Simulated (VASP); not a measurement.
These are SCAN meta-GGA, VASP's PBE PAW potentials (set 64) (plane waves; VASP) values and carry that method's errors.

A VASP calculation is set up with these files.

**KPOINTS**
```
Automatic
0
Gamma
  9 9 9
```

INCAR:
```
SYSTEM = SiC
PREC = Accurate
ENCUT = 520
EDIFF = 1E-6
NELM = 100
ALGO = Normal
LREAL = .FALSE.
LASPH = .TRUE.
ISMEAR = 0
SIGMA = 0.05
LWAVE = .FALSE.
LCHARG = .FALSE.
ISIF = 2
METAGGA = SCAN
LMIXTAU = .TRUE.
```

**POSCAR**
```
SiC
1.0
  0.0000000000   2.1800000000   2.1800000000
  2.1800000000   0.0000000000   2.1800000000
  2.1800000000   2.1800000000   0.0000000000
Si C
1 1
Cartesian
  0.0000000000   0.0000000000   0.0000000000
  1.0900000000   1.0900000000   1.0900000000
```

POTCAR, in this order: Si C (PBE.64 set). Program: vasp_std.

What VASP printed:

File OSZICAR:
```
       N       E                     dE             d eps       ncg     rms          rms(c)
DAV:   1    -0.253669233232E+01   -0.25367E+01   -0.41430E+03   584   0.849E+02
DAV:   2    -0.234961769249E+02   -0.20959E+02   -0.19032E+02   784   0.109E+02
DAV:   3    -0.238460763942E+02   -0.34990E+00   -0.34990E+00   672   0.173E+01
DAV:   4    -0.238472049587E+02   -0.11286E-02   -0.11286E-02   832   0.104E+00
DAV:   5    -0.238472055053E+02   -0.54658E-06   -0.54658E-06   672   0.198E-02    0.928E+00
DAV:   6    -0.203099046187E+02    0.35373E+01   -0.71344E+00   784   0.168E+01    0.491E+00
DAV:   7    -0.206376088160E+02   -0.32770E+00   -0.42207E-01   568   0.810E+00    0.202E+00
DAV:   8    -0.202729423957E+02    0.36467E+00   -0.56103E-01   760   0.783E+00    0.113E+00
DAV:   9    -0.206179212780E+02   -0.34498E+00   -0.34615E-01   608   0.674E+00    0.226E-01
DAV:  10    -0.206922772628E+02   -0.74356E-01   -0.99849E-02   568   0.396E+00    0.214E-01
DAV:  11    -0.206926309096E+02   -0.35365E-03   -0.11080E-03   904   0.380E-01    0.223E-01
DAV:  12    -0.206928435427E+02   -0.21263E-03   -0.72777E-06   608   0.324E-02    0.221E-01
DAV:  13    -0.206926832806E+02    0.16026E-03   -0.87418E-03   560   0.131E+00    0.259E-01
DAV:  14    -0.206943581348E+02   -0.16749E-02   -0.21267E-03   608   0.624E-01    0.381E-01
DAV:  15    -0.206941472813E+02    0.21085E-03   -0.92460E-04   608   0.347E-01    0.415E-01
DAV:  16    -0.206941052026E+02    0.42079E-04   -0.10097E-04   664   0.102E-01    0.406E-01
DAV:  17    -0.206931423331E+02    0.96287E-03   -0.72091E-04   664   0.230E-01    0.328E-01
DAV:  18    -0.206930350064E+02    0.10733E-03   -0.71071E-05   728   0.942E-02    0.299E-01
DAV:  19    -0.206926932181E+02    0.34179E-03   -0.35023E-04   768   0.135E-01    0.226E-01
DAV:  20    -0.206922133448E+02    0.47987E-03   -0.13709E-03   696   0.277E-01    0.729E-02
DAV:  21    -0.206921176902E+02    0.95655E-04   -0.20144E-04   800   0.117E-01    0.210E-02
DAV:  22    -0.206920782174E+02    0.39473E-04   -0.11891E-05   560   0.492E-02    0.157E-02
DAV:  23    -0.206920447894E+02    0.33428E-04   -0.13470E-05   752   0.250E-02    0.407E-03
DAV:  24    -0.206920340889E+02    0.10701E-04   -0.12424E-06   288   0.108E-02    0.317E-03
DAV:  25    -0.206920308024E+02    0.32865E-05   -0.24753E-07   328   0.704E-03    0.267E-03
DAV:  26    -0.206920323389E+02   -0.15365E-05   -0.12874E-07   288   0.302E-03    0.181E-03
DAV:  27    -0.206920326431E+02   -0.30420E-06   -0.15674E-08   304   0.154E-03
   1 F= -.20692033E+02 E0= -.20692033E+02  d E =-.374952E-11
```

**OUTCAR**
```
------------------------ aborting loop because EDIFF is reached ----------------------------------------
  FORCE on cell =-STRESS in cart. coord.  units (eV):
  Direction    XX          YY          ZZ          XY          YZ          ZX
  --------------------------------------------------------------------------------------
  Total       -0.1624516     -0.1624516     -0.1624516      0.0000000      0.0000000     -0.0000000
  in kB      -12.5613139    -12.5613139    -12.5613139      0.0000000      0.0000000     -0.0000000
  external PRESSURE =     -12.5613139 kB  Pullay stress =       0.0000000 kB
  volume of cell :       20.72
      direct lattice vectors                 reciprocal lattice vectors
     0.000000000  2.180000000  2.180000000    -0.229357798  0.229357798  0.229357798
     2.180000000  0.000000000  2.180000000     0.229357798 -0.229357798  0.229357798
     2.180000000  2.180000000  0.000000000     0.229357798  0.229357798 -0.229357798
  FREE ENERGIE OF THE ION-ELECTRON SYSTEM (eV)
  ---------------------------------------------------
  free  energy   TOTEN  =       -20.6920326431 eV

  energy  without entropy=      -20.6920326431  energy(sigma->0) =      -20.69203264
```
(Selected blocks of OUTCAR.)

The compound is SiC in the zinc blende structure. The cell was not relaxed at this level. The run is one of a series of settings (GGA removed, LMIXTAU = .TRUE., METAGGA = SCAN against the base run), some of them coarse on purpose.
